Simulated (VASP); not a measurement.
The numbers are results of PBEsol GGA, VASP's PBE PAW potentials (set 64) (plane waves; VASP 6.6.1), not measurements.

A VASP calculation is set up with these files.

**INCAR**
```
! general
SYSTEM  = HfN
PREC    = Accurate
ENCUT   = 620   ! plane-wave cut-off (eV)
LREAL   = .False.
LASPH   = .True.   ! aspherical one-centre terms

! electronic loop
EDIFF   = 1E-6   ! SCF stop (eV)
NELM    = 100   ! most electronic steps
ALGO    = Normal
LMAXMIX = 6   ! l cut-off of mixed one-centre charges

! smearing
ISMEAR  = 1   ! Methfessel-Paxton
SIGMA   = 0.1   ! width (eV)

! functional
GGA     = PS   ! PBEsol

! ions
IBRION  = 2
NSW     = 40
ISIF    = 3   ! ions, shape and volume
EDIFFG  = -0.02
PSTRESS = 450   ! kbar

! output
LWAVE   = .False.
LCHARG  = .False.
```

### POSCAR
```
HfN
1.0
  0.0000000000   2.1820007068   2.1820007068
  2.1820007068   0.0000000000   2.1820007068
  2.1820007068   2.1820007068   0.0000000000
Hf N
1 1
direct
  0.0000000000   0.0000000000   0.0000000000
  0.5000000000   0.5000000000   0.5000000000
```

KPOINTS:
```
kpoints
0
Gamma
  14 14 14
```

POTCAR, in this order: Hf_pv N (PBE.64 set). Program: vasp_std.

Output

File OUTCAR:
```
 ion  position               nearest neighbor table
   1  0.000  0.000  0.000-   2 2.18   2 2.18   2 2.18   2 2.18   2 2.18   2 2.18
   2  0.500  0.500  0.500-   1 2.18   1 2.18   1 2.18   1 2.18   1 2.18   1 2.18
  LATTYP: Found a face centered cubic cell.
 ALAT       =     4.3640014136
 Subroutine PRICEL returns:
 Original cell was already a primitive cell.
 Subroutine GETGRP returns: Found 48 space group operations
The static configuration has the point symmetry O_h .
The dynamic configuration has the point symmetry O_h .
 Subroutine INISYM returns: Found 48 space group operations
 Subroutine IBZKPT returns following result:
 Found    104 irreducible k-points:

 Following reciprocal coordinates:
            Coordinates               Weight
  0.000000  0.000000  0.000000      1.000000
  0.071429  0.000000  0.000000      8.000000
  0.142857  0.000000  0.000000      8.000000
  0.214286  0.000000  0.000000      8.000000
  0.285714  0.000000  0.000000      8.000000
  0.357143  0.000000  0.000000      8.000000
  0.428571  0.000000  0.000000      8.000000
  0.500000  0.000000  0.000000      4.000000
  0.071429  0.071429  0.000000      6.000000
...
```

File OSZICAR:
```
       N       E                     dE             d eps       ncg     rms          rms(c)
DAV:   1     0.451959494278E+02    0.45196E+02   -0.91824E+03  2288   0.150E+03
DAV:   2    -0.231549020214E+02   -0.68351E+02   -0.64258E+02  3027   0.294E+02
DAV:   3    -0.255573543373E+02   -0.24025E+01   -0.23735E+01  2990   0.483E+01
DAV:   4    -0.255765790786E+02   -0.19225E-01   -0.19195E-01  2798   0.417E+00
DAV:   5    -0.255768800789E+02   -0.30100E-03   -0.30091E-03  2910   0.419E-01    0.622E+01
DAV:   6    -0.228919442590E+02    0.26849E+01   -0.13123E+01  2747   0.287E+01    0.487E+01
DAV:   7    -0.228461474409E+02    0.45797E-01   -0.59069E-01  2627   0.723E+00    0.270E+01
DAV:   8    -0.228345765868E+02    0.11571E-01   -0.59748E-02  2697   0.251E+00    0.490E+00
DAV:   9    -0.228294384041E+02    0.51382E-02   -0.30017E-02  2699   0.130E+00    0.181E+00
DAV:  10    -0.228290283844E+02    0.41002E-03   -0.20044E-03  2674   0.403E-01    0.110E-01
DAV:  11    -0.228290365447E+02   -0.81603E-05   -0.87563E-05  2795   0.107E-01    0.582E-02
DAV:  12    -0.228290337431E+02    0.28016E-05   -0.82650E-06  2618   0.290E-02    0.151E-02
DAV:  13    -0.228290336595E+02    0.83629E-07   -0.39064E-07  1468   0.757E-03
   1 F= -.16993285E+02 E0= -.16993128E+02  d E =-.169933E+02
       N       E                     dE             d eps       ncg     rms          rms(c)
DAV:   1    -0.226657466403E+02    0.16329E+00   -0.28426E+01  2288   0.584E+01    0.253E+01
DAV:   2    -0.219311549060E+02    0.73459E+00   -0.10126E+00  2375   0.112E+01    0.126E+01
DAV:   3    -0.216885469431E+02    0.24261E+00   -0.56556E-01  2483   0.819E+00    0.561E+00
DAV:   4    -0.216867361878E+02    0.18108E-02   -0.15003E-02  2784   0.134E+00    0.366E+00
DAV:   5    -0.216860155098E+02    0.72068E-03   -0.23824E-03  2705   0.479E-01    0.460E-01
DAV:   6    -0.216860167084E+02   -0.11987E-05   -0.14202E-04  2813   0.145E-01    0.597E-02
DAV:   7    -0.216860123941E+02    0.43143E-05   -0.52118E-06  2677   0.261E-02    0.139E-02
DAV:   8    -0.216860109573E+02    0.14368E-05   -0.12059E-06  1486   0.108E-02    0.355E-03
DAV:   9    -0.216860108871E+02    0.70160E-07   -0.22239E-07  1306   0.799E-03
   2 F= -.16634980E+02 E0= -.16634827E+02  d E =0.358304E+00
       N       E                     dE             d eps       ncg     rms          rms(c)
DAV:   1    -0.232476200627E+02   -0.15616E+01   -0.16554E+01  2291   0.442E+01    0.196E+01
DAV:   2    -0.228209497825E+02    0.42667E+00   -0.67254E-01  2348   0.871E+00    0.101E+01
DAV:   3    -0.226786171075E+02    0.14233E+00   -0.35002E-01  2429   0.606E+00    0.467E+00
DAV:   4    -0.226783436155E+02    0.27349E-03   -0.11018E-02  2840   0.117E+00    0.282E+00
DAV:   5    -0.226775612904E+02    0.78233E-03   -0.29362E-03  2555   0.532E-01    0.299E-01
DAV:   6    -0.226775536118E+02    0.76786E-05   -0.17105E-04  2748   0.161E-01    0.759E-02
DAV:   7    -0.226775516726E+02    0.19392E-05   -0.60931E-06  2658   0.269E-02    0.188E-02
DAV:   8    -0.226775514282E+02    0.24444E-06   -0.92880E-07  1452   0.815E-03
   3 F= -.17026447E+02 E0= -.17026296E+02  d E =-.331625E-01
       N       E                     dE             d eps       ncg     rms          rms(c)
DAV:   1    -0.226696707552E+02    0.78809E-02   -0.27478E-03  2288   0.562E-01    0.226E-01
DAV:   2    -0.226695982515E+02    0.72504E-04   -0.11132E-04  2381   0.111E-01    0.111E-01
DAV:   3    -0.226695753125E+02    0.22939E-04   -0.54093E-05  2486   0.761E-02    0.564E-02
DAV:   4    -0.226695753259E+02   -0.13323E-07   -0.17491E-06  2265   0.148E-02
   4 F= -.17026522E+02 E0= -.17026371E+02  d E =-.332367E-01
```

File OUTCAR:
```
------------------------ aborting loop because EDIFF is reached ----------------------------------------
  FORCE on cell =-STRESS in cart. coord.  units (eV):
  Direction    XX          YY          ZZ          XY          YZ          ZX
  --------------------------------------------------------------------------------------
  Total        5.6364075      5.6364075      5.6364075     -0.0000000     -0.0000000      0.0000000
  in kB      449.4700071    449.4700071    449.4700071     -0.0000000     -0.0000000      0.0000000
  external PRESSURE =      -0.5299929 kB  Pullay stress =     450.0000000 kB
  volume of cell :       20.09
      direct lattice vectors                 reciprocal lattice vectors
     0.000000000  2.157715024  2.157715024    -0.231726616  0.231726616  0.231726616
     2.157715024  0.000000000  2.157715024     0.231726616 -0.231726616  0.231726616
     2.157715024  2.157715024 -0.000000000     0.231726616  0.231726616 -0.231726616
 POSITION                                       TOTAL-FORCE (eV/Angst)
 -----------------------------------------------------------------------------------
      4.31543      4.31543      4.31543        -0.000000      0.000000      0.000000
      2.15772      2.15772      2.15772         0.000000     -0.000000     -0.000000
 -----------------------------------------------------------------------------------
    total drift:                                0.000000      0.000000      0.000000
  FREE ENERGIE OF THE ION-ELECTRON SYSTEM (eV)
  ---------------------------------------------------
  free  energy   TOTEN  =       -22.6695753259 eV

  energy  without entropy=      -22.6691223141  energy(sigma->0) =      -22.66942432
  enthalpy is  TOTEN    =       -17.0265216195 eV   P V=        5.6430537064

 reached required accuracy - stopping structural energy minimisation
```
(Selected blocks of OUTCAR.)

**CONTCAR**
```
HfN
   1.00000000000000
     0.0000000000000000    2.1577150238722345    2.1577150238722345
     2.1577150238722345    0.0000000000000000    2.1577150238722345
     2.1577150238722345    2.1577150238722345   -0.0000000000000000
  Hf              N
     1     1
Direct
     1.0000000000000000    1.0000000000000000    1.0000000000000000
     0.5000000000000000    0.5000000000000000    0.5000000000000000
```

Energy and stress use the plane-wave basis of the starting cell.

The compound is HfN in the rock salt structure. This run relaxes it under an external pressure of 45 GPa. Symmetry was kept, so distortions that lower it aren't found. The electron count is odd and the run is not spin-polarised, which forces a metal.
